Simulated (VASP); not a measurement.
# GW on C (Diamond)

How does the gap of C (Diamond) change from the starting functional to GW? The cell has space group Fd-3m. The start is a cell from a database of measured crystal structures.

Calculated with VASP 6.6.1; PBE; plane waves and PAW (C_GW), in the first sound run; inputs show where later runs differ.

### Step 1. The starting structure

It takes space group Fd-3m (No. 227, cubic). The conventional cell has a = 3.567 Å, b = 3.567 Å, c = 3.567 Å, α = 90.00°, β = 90.00°, γ = 90.00°. C has 4 C at 1.54 Å nearest.

### Step 2. Empty bands, functional PBE

ALGO = Exact makes the empty bands from the converged ground state in one step. LOPTICS writes the k-derivatives of the orbitals (WAVEDER), which give the long-wavelength limit of the screening.

INCAR

```
SYSTEM = C
PREC = Accurate
ENCUT = 440
ISMEAR = 0
SIGMA = 0.01
LREAL = .FALSE.
GGA = PE
NBANDS = 80
ALGO = Exact
NELM = 1
LWAVE = .TRUE.
LCHARG = .FALSE.
LOPTICS = .TRUE.
NEDOS = 1000
CSHIFT = 0.1
```

POSCAR

```
C
1.0
    0.0000000000      1.7833700000      1.7833700000
    1.7833700000      0.0000000000      1.7833700000
    1.7833700000      1.7833700000      0.0000000000
C
2
Direct
    0.7500000000      0.7500000000      0.7500000000
    0.5000000000      0.5000000000      0.5000000000
```

KPOINTS

```
Automatic mesh
0
Gamma
6 6 6
0 0 0
```

PAW data sets: C_GW (PBE family, release 64).

Launch:

```bash
mpirun -np 8 vasp_std
```

The log of the run:

```text
[banner, memory and clock lines left out]
running    8 mpi-ranks, on    1 nodes
 distrk:  each k-point on    8 cores,    1 groups
 distr:  one band on    1 cores,    8 groups

 POSCAR found type information on POSCAR C
 POSCAR found :  1 types and       2 ions
|                                                                             |
|           W    W    AA    RRRRR   N    N  II  N    N   GGGG   !!!           |
|           W    W   A  A   R    R  NN   N  II  NN   N  G    G  !!!           |
|           W    W  A    A  R    R  N N  N  II  N N  N  G       !!!           |
|           W WW W  AAAAAA  RRRRR   N  N N  II  N  N N  G  GGG   !            |
|           WW  WW  A    A  R   R   N   NN  II  N   NN  G    G                |
|           W    W  A    A  R    R  N    N  II  N    N   GGGG   !!!           |
|                                                                             |
|     For optimal performance we recommend to set                             |
|       NCORE = 2 up to number-of-cores-per-socket                            |
|     NCORE specifies how many cores store one orbital (NPAR=cpu/NCORE).      |
|     This setting can greatly improve the performance of VASP for DFT.       |
|     The default, NCORE=1 might be grossly inefficient on modern             |
|     multi-core architectures or massively parallel machines. Do your        |
|     Unfortunately you need to use the default for GW and RPA                |
|     calculations (for HF NCORE is supported but not extensively tested      |
|     yet).                                                                   |
|                                                                             |

 LDA part: xc-table for (Slater+PW92), standard interpolation
 found WAVECAR, reading the header
  number of bands has changed, file:    10 present:    80
  trying to continue reading WAVECAR, but it might fail
 POSCAR, INCAR and KPOINTS ok, starting setup
 FFT: planning ... GRIDC
 FFT: planning ... GRID_SOFT
 FFT: planning ... GRID
 reading WAVECAR
 random initialization beyond band           10
 the WAVECAR file was read successfully
 initial charge from wavefunction
 entering main loop
       N       E                     dE             d eps       ncg     rms          rms(c)
DIA:   1    -0.181567603871E+02   -0.18157E+02    0.00000E+00     0   0.000E+00
   1 F= -.18156760E+02 E0= -.18156760E+02  d E =-.139739-110
 writing wavefunctions
 optical routines
 imaginary and real dielectric function
 recalculating local potential from charge density
 direction            1
 direction            2
 direction            3
```

Elapsed: 1.6 s, on 8 MPI ranks of AMD EPYC 7R43, shared host; peak memory 0.58 GiB; 7.5 s of CPU time.

The logs omit lines about the potential files and the build; timing stands in the text.

From OUTCAR (step 2):

```text
ion  position               nearest neighbor table
   1  0.750  0.750  0.750-   2 1.54   2 1.54   2 1.54   2 1.54
   2  0.500  0.500  0.500-   1 1.54   1 1.54   1 1.54   1 1.54

  LATTYP: Found a face centered cubic cell.
 ALAT       =     3.5667400000

 Subroutine GETGRP returns: Found 48 space group operations
 (whereof 24 operations were pure point group operations)

The static configuration has the point symmetry T_d .
 The point group associated with its full space group is O_h .

 Found     16 irreducible k-points:

   k-points           NKPTS =     16   k-points in BZ     NKDIM =     16   number of bands    NBANDS=     80

   dimension x,y,z NGX =    18 NGY =   18 NGZ =   18
   dimension x,y,z NGXF=    36 NGYF=   36 NGZF=   36

   ENCUT  =  440.0 eV  32.34 Ry    5.69 a.u.   4.31  4.31  4.31*2*pi/ulx,y,z

   NELECT =       8.0000    total number of electrons

 k-points in reciprocal lattice and weights: Automatic mesh
   0.00000000  0.00000000  0.00000000       0.005
   0.16666667  0.00000000  0.00000000       0.037
   0.33333333  0.00000000  0.00000000       0.037
   0.50000000  0.00000000  0.00000000       0.019
   0.16666667  0.16666667  0.00000000       0.028
   0.33333333  0.16666667  0.00000000       0.111
   0.50000000  0.16666667  0.00000000       0.111
  -0.33333333  0.16666667  0.00000000       0.111
  -0.16666667  0.16666667  0.00000000       0.056
[...]
-0.33333333  0.33333333  0.16666667       0.111
  -0.33333333  0.50000000  0.16666667       0.056

 average (electrostatic) potential at core
       1 -45.3582       2 -45.3582

 E-fermi :   9.9215

 k-point     1 :       0.0000    0.0000    0.0000
  band No.  band energies     occupation
      1     -11.7098      2.00000
      2       9.7647      2.00000
      3       9.7647      2.00000
      4       9.7647      2.00000
      5      15.3571      0.00000
      6      15.3571      0.00000
      7      15.3571      0.00000
      8      23.0835      0.00000
      9      29.0603      0.00000
    ...

 k-point     2 :       0.1667    0.0000    0.0000
  band No.  band energies     occupation
      1     -10.9429      2.00000
      2       6.0183      2.00000
      3       8.7457      2.00000
      4       8.7457      2.00000
      5      16.7000      0.00000
      6      16.7000      0.00000
      7      17.1622      0.00000
      8      23.7272      0.00000
      9      30.0532      0.00000
    ...

 k-point     3 :       0.3333    0.0000    0.0000
  band No.  band energies     occupation
      1      -8.6940      2.00000
      2       0.3980      2.00000
      3       7.4556      2.00000
      4       7.4556      2.00000
      5      18.0452      0.00000
      6      18.0452      0.00000
      7      18.3308      0.00000
      8      25.0167      0.00000
      9      30.7176      0.00000
    ...

  Total       -0.2725684     -0.2725684     -0.2725684      0.0000000     -0.0000000      0.0000000
  in kB      -38.4974290    -38.4974290    -38.4974290      0.0000000     -0.0000000      0.0000000
  external PRESSURE =     -38.4974290 kB  Pullay stress =       0.0000000 kB

  energy-cutoff  :      440.00
  volume of cell :       11.34
      direct lattice vectors                 reciprocal lattice vectors
     0.000000000  1.783370000  1.783370000    -0.280368067  0.280368067  0.280368067
     1.783370000  0.000000000  1.783370000     0.280368067 -0.280368067  0.280368067
     1.783370000  1.783370000  0.000000000     0.280368067  0.280368067 -0.280368067

 POSITION                                       TOTAL-FORCE (eV/Angst)
 -----------------------------------------------------------------------------------
      2.67505      2.67505      2.67505         0.000000      0.000000      0.000000
      1.78337      1.78337      1.78337        -0.000000     -0.000000     -0.000000
 -----------------------------------------------------------------------------------
    total drift:                                0.000000     -0.000000      0.000000

  FREE ENERGIE OF THE ION-ELECTRON SYSTEM (eV)
  ---------------------------------------------------
  free  energy   TOTEN  =       -18.1567603871 eV

  energy  without entropy=      -18.1567603871  energy(sigma->0) =      -18.15676039

 plasma frequency squared (from intraband transitions) (eV^2)
  --------------------------------------------------------------------------------------
       0.000       0.000       0.000
       0.000       0.000       0.000
       0.000       0.000       0.000

[... 3 further parts left out ...]
```

The gap is read on the k-mesh alone, so it is an upper bound where the band edges lie off the mesh.

A gap read on the k-mesh alone can miss the band edges.

This step gave:

```yaml
gap_on_the_k_mesh: 4.154 eV
least_direct_gap_on_the_k_mesh: 5.592 eV
```

WAVECAR now holds 80 bands for 8 electrons. Its independent-particle dielectric tensor has xx, yy, zz = 6.3, 6.3, 6.3 on this mesh, which isn't tested for convergence in mesh or bands and lacks local fields.

(Part 1 of 8 ends here.)

[Lines on the potential files, build, host, timing and source positions are cut from VASP's logs without a mark.]

[Logs are printed without paths, hosts, clocks, repeated set-up lines and the standing remarks that a program may print on its own settings, such as how far it seeks lower states.]

[Hosts, paths, dates, database ids (printed as entryN), source tags and the programs' standing remarks are cut or masked in the printed files.]

[Pressures printed for these runs are not shown converged in the cutoff: they can be off by several GPa and have the wrong sign.]
